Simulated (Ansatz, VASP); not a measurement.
**KMgI3 in VASP and in Ansatz**

The input POSCAR:

```
KMgI3
1.0
    5.8714233008      0.0000000000      0.0000000000
    0.0000000000      5.8714233008      0.0000000000
    0.0000000000      0.0000000000      5.8714233008
K Mg I
1 1 3
Direct
    0.0000000000      0.0000000000      0.0000000000
    0.5000000000      0.5000000000      0.5000000000
    0.5000000000      0.5000000000      0.0000000000
    0.5000000000      0.0000000000      0.5000000000
    0.0000000000      0.5000000000      0.5000000000
```

The input INCAR.step1:

```
  PREC = Accurate
  ENCUT = 520
  ISMEAR = 0
  SIGMA = 0.01
  LREAL = F
  LASPH = T
  NELM = 60
  NBANDS = 24
  GGA = PE
  ALGO = Normal
  EDIFF = 1E-4
  LWAVE = T
  LCHARG = F
```

Contents of INCAR.step2:

```
  PREC = Accurate
  ENCUT = 520
  EDIFF = 1E-7
  ISMEAR = 0
  SIGMA = 0.01
  LREAL = F
  LASPH = T
  NELM = 60
  ALGO = Normal
  ISIF = 2
  LWAVE = F
  LCHARG = F
  METAGGA = R2SCAN
  LMIXTAU = T
  NBANDS = 24
  ISTART = 1
```

The input KPOINTS:

```
Automatic mesh
0
Gamma
  4 4 4
```

Input for Ansatz:

```yaml
crystal:
  lattice:
    - [5.8714233008, 0.0, 0.0]
    - [0.0, 5.8714233008, 0.0]
    - [0.0, 0.0, 5.8714233008]
  atoms:
    - { symbol: K, position: [0.0, 0.0, 0.0] }
    - { symbol: Mg, position: [0.5, 0.5, 0.5] }
    - { symbol: I, position: [0.5, 0.5, 0.0] }
    - { symbol: I, position: [0.5, 0.0, 0.5] }
    - { symbol: I, position: [0.0, 0.5, 0.5] }
kpoints:
  mp_grid: { grid: [4, 4, 4] }
hamiltonian:
  xc: r2scan
scf:
  occupations: { method: fixed }
  n_extra_bands: 5
output:
  forces: true
  stress: true
  eigenvalues: true
```

Alike in both runs: task single point; functional r2SCAN; k mesh 4 × 4 × 4; no spin polarisation.

|  | VASP | Ansatz |
| --- | --- | --- |
| version | VASP 6.6.1 | Ansatz 0.2.0 |
| potentials or method | VASP PAW PBE potentials, release 64 (K_sv, Mg, I) | plane waves, PAW |
| plane-wave cutoff (eV) | 520 | 500 |
| occupations | gaussian, width 0.01 eV | fixed |
| valence electrons in the cell | 32 | 70 |

VASP gave:

* gap on the k mesh at the Fermi level (eV): 1.79
* pressure (GPa): -0.6

Q: Which values does Ansatz return?

A: gap on the k mesh at the Fermi level (eV): 1.83; pressure (GPa): -0.6.

The two sets of potentials don't hold the same shells in valence.

Caveats: the PAW data sets were made with another functional, which shifts forces and pressure a little (VASP); spin-orbit coupling is left out, which moves the levels of the heavy elements. A k mesh can miss the band edges. r2SCAN opens gaps a little over a GGA but as a rule still falls short of measured ones.
